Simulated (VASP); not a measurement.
Calculation: PBE GGA, VASP's PBE PAW potentials (set 64) (plane waves; VASP 6.6.1).

A VASP calculation is set up with these files.

### POSCAR
```
AlRu
48.930
  0.0621832005   0.0000000000   0.0000000000
  0.0000000000   0.0621832005   0.0000000000
  0.0000000000   0.0000000000   0.5000000000
Al Ru
4 4
Cartesian
  0.0310916002   0.0310916002   0.1430615000
  0.0310916002   0.0310916002   0.2041690000
  0.0310916002   0.0310916002   0.2652770000
  0.0310916002   0.0310916002   0.3263845000
  0.0000000000   0.0000000000   0.1736155000
  0.0000000000   0.0000000000   0.2347230000
  0.0000000000   0.0000000000   0.2958310000
  0.0000000000   0.0000000000   0.3569385000
```

INCAR:
```
SYSTEM  =  AlRu
PREC  =  Accurate; ENCUT  =  300; LREAL  =  .FALSE.
LASPH  =  .TRUE.
EDIFF  =  1E-6; NELM  =  100; ALGO  =  Normal
LMAXMIX  =  4
ISMEAR  =  1; SIGMA  =  0.3
GGA  =  PE
ISIF  =  2
LWAVE  =  .FALSE.; LCHARG  =  .FALSE.
DIPOL  =  0.5 0.5 0.5
LDIPOL  =  .TRUE.; IDIPOL  =  3
```

File KPOINTS:
```
Automatic mesh
0
Gamma
11 11 1
0 0 0
```

POTCAR, in this order: Al Ru_pv (PBE.64 set). Program: vasp_std.

What will the output report for the number of irreducible k-points (NKPTS), largest plane-wave count, number of space-group operations, FFT grid (NGX, NGY, NGZ)?

- number of irreducible k-points (NKPTS): 21
- largest plane-wave count: 2693
- number of space-group operations: 8
- FFT grid (NGX, NGY, NGZ): 18 × 18 × 140

The cell is a sheet with vacuum, built from a generated structure.
